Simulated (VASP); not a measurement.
All values below come from PBE GGA with D3 dispersion (zero damping), VASP's PBE PAW potentials (set 64) (plane waves; VASP 6.6.1).

The input files of a VASP run:

File KPOINTS:
```
kpoints
0
G
11 11 11
0 0 0
```

**INCAR**
```
# general
SYSTEM = MgO
PREC   = Accurate
ENCUT  = 520
LREAL  = .FALSE.
LASPH  = .TRUE.

# electronic loop
EDIFF  = 1E-7
NELM   = 100
ALGO   = Normal

# smearing
ISMEAR = 0
SIGMA  = 0.05

# functional
GGA    = PE
IVDW   = 11

# ions
ISIF   = 2

# output
LWAVE  = .FALSE.
LCHARG = .FALSE.
```

POSCAR:
```
MgO
1.0
  0.0000000000   2.1244890979   2.1244890979
  2.1244890979   0.0000000000   2.1244890979
  2.1244890979   2.1244890979   0.0000000000
Mg O
1 1
Cartesian
  2.1244890979   2.1244890979   0.0000000000
  2.1244890979   2.1244890979   2.1244890979
```

POTCAR, in this order: Mg O (PBE.64 set). Program: vasp_std.

Output

**OSZICAR**
```
       N       E                     dE             d eps       ncg     rms          rms(c)
DAV:   1     0.151952358075E+02    0.15195E+02   -0.48848E+03  1000   0.893E+02
DAV:   2    -0.130292125702E+02   -0.28224E+02   -0.27071E+02  1072   0.142E+02
DAV:   3    -0.134683131239E+02   -0.43910E+00   -0.43910E+00  1152   0.206E+01
DAV:   4    -0.134687586182E+02   -0.44549E-03   -0.44549E-03  1216   0.665E-01
DAV:   5    -0.134687590021E+02   -0.38389E-06   -0.38389E-06  1184   0.147E-02    0.720E+00
DAV:   6    -0.119332268863E+02    0.15355E+01   -0.10279E+01   896   0.224E+01    0.231E+00
DAV:   7    -0.119175030212E+02    0.15724E-01   -0.52870E-02   952   0.271E+00    0.132E+00
DAV:   8    -0.119118158003E+02    0.56872E-02   -0.25951E-02   896   0.243E+00    0.164E-01
DAV:   9    -0.119117031863E+02    0.11261E-03   -0.43588E-04  1328   0.188E-01    0.760E-02
DAV:  10    -0.119118133034E+02   -0.11012E-03   -0.13991E-04   920   0.126E-01    0.539E-03
DAV:  11    -0.119118134947E+02   -0.19125E-06   -0.10026E-06  1328   0.903E-03    0.315E-03
DAV:  12    -0.119118133917E+02    0.10298E-06   -0.47104E-07   960   0.612E-03    0.298E-04
DAV:  13    -0.119118133757E+02    0.15970E-07   -0.40825E-09   544   0.798E-04
   1 F= -.12315598E+02 E0= -.12315598E+02  d E =-.123635E-20
```

File OUTCAR:
```
------------------------ aborting loop because EDIFF is reached ----------------------------------------
 Edisp (eV)   -0.40378
  FORCE on cell =-STRESS in cart. coord.  units (eV):
  Direction    XX          YY          ZZ          XY          YZ          ZX
  --------------------------------------------------------------------------------------
  Total      -0.52299    -0.52299    -0.52299     0.00000     0.00000     0.00000
  in kB     -43.69248   -43.69248   -43.69248     0.00000     0.00000     0.00000
  external pressure =      -43.69 kB  Pullay stress =        0.00 kB
  volume of cell :       19.18
      direct lattice vectors                 reciprocal lattice vectors
     0.000000000  2.124489098  2.124489098    -0.235350702  0.235350702  0.235350702
     2.124489098  0.000000000  2.124489098     0.235350702 -0.235350702  0.235350702
     2.124489098  2.124489098  0.000000000     0.235350702  0.235350702 -0.235350702
  FREE ENERGIE OF THE ION-ELECTRON SYSTEM (eV)
  ---------------------------------------------------
  free  energy   TOTEN  =       -12.3155977633 eV

  energy  without entropy=      -12.3155977633  energy(sigma->0) =      -12.31559776
```
(Selected blocks of OUTCAR.)

The compound is MgO in the rock salt structure. This cell is one point of a volume scan, at 1.03 of the reference volume.
